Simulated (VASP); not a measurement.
Output of a VASP run:

OSZICAR:
```
       N       E                     dE             d eps       ncg     rms          rms(c)
DAV:   1     0.381396639142E+03    0.38140E+03   -0.18441E+04   520   0.156E+03
DAV:   2     0.449215966210E+02   -0.33648E+03   -0.32895E+03   632   0.322E+02
DAV:   3    -0.515463775847E+00   -0.45437E+02   -0.45211E+02   636   0.128E+02
DAV:   4    -0.238868204764E+01   -0.18732E+01   -0.18666E+01   640   0.307E+01
DAV:   5    -0.244649389815E+01   -0.57812E-01   -0.57794E-01   814   0.517E+00    0.459E+00
DAV:   6    -0.226090067093E+01    0.18559E+00   -0.36903E-01   684   0.353E+00    0.300E+00
DAV:   7    -0.225810088161E+01    0.27998E-02   -0.27873E-01   694   0.241E+00    0.898E-01
DAV:   8    -0.226301530831E+01   -0.49144E-02   -0.44175E-02   624   0.150E+00    0.291E-01
DAV:   9    -0.226311483414E+01   -0.99526E-04   -0.22032E-03   668   0.373E-01    0.136E-01
DAV:  10    -0.226386996645E+01   -0.75513E-03   -0.14523E-03   618   0.232E-01    0.487E-02
DAV:  11    -0.226400488354E+01   -0.13492E-03   -0.50850E-04   638   0.163E-01    0.209E-02
DAV:  12    -0.226401162115E+01   -0.67376E-05   -0.33433E-05   630   0.330E-02    0.171E-02
DAV:  13    -0.226401236964E+01   -0.74849E-06   -0.30784E-06   524   0.105E-02
   1 F= -.22640124E+01 E0= -.22634845E+01  d E =-.226401E+01
       N       E                     dE             d eps       ncg     rms          rms(c)
DAV:   1    -0.261005528850E+01   -0.34604E+00   -0.70846E+00   638   0.247E+01    0.297E+00
DAV:   2    -0.235711242258E+01    0.25294E+00   -0.43134E-01   624   0.596E+00    0.132E+00
DAV:   3    -0.229041698637E+01    0.66695E-01   -0.20623E-01   684   0.364E+00    0.487E-01
DAV:   4    -0.228895511849E+01    0.14619E-02   -0.46933E-03   574   0.455E-01    0.446E-01
DAV:   5    -0.228802136219E+01    0.93376E-03   -0.22077E-03   718   0.355E-01    0.112E-01
DAV:   6    -0.228797795380E+01    0.43408E-04   -0.45546E-04   620   0.202E-01    0.216E-02
DAV:   7    -0.228798672940E+01   -0.87756E-05   -0.27624E-05   548   0.357E-02    0.132E-02
DAV:   8    -0.228799061796E+01   -0.38886E-05   -0.63785E-06   564   0.156E-02    0.542E-03
DAV:   9    -0.228799106688E+01   -0.44891E-06   -0.55183E-07   338   0.571E-03
   2 F= -.22879911E+01 E0= -.22879822E+01  d E =-.239787E-01
       N       E                     dE             d eps       ncg     rms          rms(c)
DAV:   1    -0.231826209107E+01   -0.30271E-01   -0.62634E-01   610   0.710E+00    0.891E-01
DAV:   2    -0.229559978132E+01    0.22662E-01   -0.38742E-02   604   0.207E+00    0.394E-01
DAV:   3    -0.228971523646E+01    0.58845E-02   -0.18504E-02   678   0.107E+00    0.146E-01
DAV:   4    -0.228957776165E+01    0.13747E-03   -0.41587E-04   536   0.136E-01    0.126E-01
DAV:   5    -0.228949144794E+01    0.86314E-04   -0.18984E-04   706   0.103E-01    0.339E-02
DAV:   6    -0.228948823102E+01    0.32169E-05   -0.36708E-05   598   0.569E-02    0.588E-03
DAV:   7    -0.228948892403E+01   -0.69301E-06   -0.22935E-06   440   0.944E-03
   3 F= -.22894889E+01 E0= -.22894878E+01  d E =-.254766E-01
```

File OUTCAR:
```
------------------------ aborting loop because EDIFF is reached ----------------------------------------
  FORCE on cell =-STRESS in cart. coord.  units (eV):
  Direction    XX          YY          ZZ          XY          YZ          ZX
  --------------------------------------------------------------------------------------
  Total        0.0301798      0.0301798      0.0301798     -0.0000000     -0.0000000      0.0000000
  in kB        0.2052299      0.2052299      0.2052299     -0.0000000     -0.0000000      0.0000000
  external PRESSURE =       0.2052299 kB  Pullay stress =       0.0000000 kB
  volume of cell :      235.61
      direct lattice vectors                 reciprocal lattice vectors
     6.176304362 -0.000000000 -0.000000000     0.161909119 -0.000000000 -0.000000000
     0.000000000  6.176304362 -0.000000000     0.000000000  0.161909119 -0.000000000
     0.000000000  0.000000000  6.176304362     0.000000000  0.000000000  0.161909119
 POSITION                                       TOTAL-FORCE (eV/Angst)
 -----------------------------------------------------------------------------------
      0.00000      0.00000      0.00000         0.000000     -0.000000      0.000000
      3.08815      3.08815      3.08815         0.000000      0.000000      0.000000
      3.08815     -0.00000      3.08815         0.000000     -0.000000      0.000000
      0.00000      3.08815      3.08815        -0.000000     -0.000000      0.000000
      3.08815      3.08815     -0.00000        -0.000000     -0.000000      0.000000
 -----------------------------------------------------------------------------------
    total drift:                                0.000000     -0.000000     -0.000000
  FREE ENERGIE OF THE ION-ELECTRON SYSTEM (eV)
  ---------------------------------------------------
  free  energy   TOTEN  =        -2.2894889240 eV

  energy  without entropy=       -2.2894867055  energy(sigma->0) =       -2.28948781

 reached required accuracy - stopping structural energy minimisation
```
(Selected blocks of OUTCAR.)

**POSCAR**
```
CsSnI3
1
    6.0888277484     0.0000000000    -0.0000000000
    0.0000000000     6.0888277484     0.0000000000
   -0.0000000000     0.0000000000     6.0888277484
Cs Sn I
1 1 3
Direct
  0.0000000000   0.0000000000   0.0000000000
  0.5000000000   0.5000000000   0.5000000000
  0.5000000000   0.0000000000   0.5000000000
  0.0000000000   0.5000000000   0.5000000000
  0.5000000000   0.5000000000   0.0000000000
```

Task: Reconstruct the remaining input files.

Result: Several could match; the one computed here: the input of the run itself, vdW-DF-cx, plane waves, VASP's PBE PAW potentials (set 64).

KPOINTS:
```
K-points
0
G
 4 4 4
```

INCAR:
```
# general
SYSTEM  =CsSnI3
PREC    =Accurate
ENCUT   =520
LREAL   =F
LASPH   =T

# electronic loop
EDIFF   =1E-6
NELM    =100
ALGO    =Normal
LMAXMIX =4

# smearing
ISMEAR  =0
SIGMA   =0.05

# functional
GGA     =CX
LUSE_VDW=T
AGGAC   =0.0

# ions
IBRION  =2
NSW     =60
ISIF    =3
EDIFFG  =-0.02

# output
LWAVE   =F
LCHARG  =F
```

POTCAR, in this order: Cs_sv Sn_d I (PBE.64 set). Program: vasp_std.

Energy and stress use the plane-wave basis of the starting cell.

The compound is CsSnI3 in the cubic perovskite structure, the ideal cubic form; the compound distorts at low or room temperature. This run relaxes it. Symmetry was kept, so distortions that lower it aren't found. The start is the result of an earlier pass.
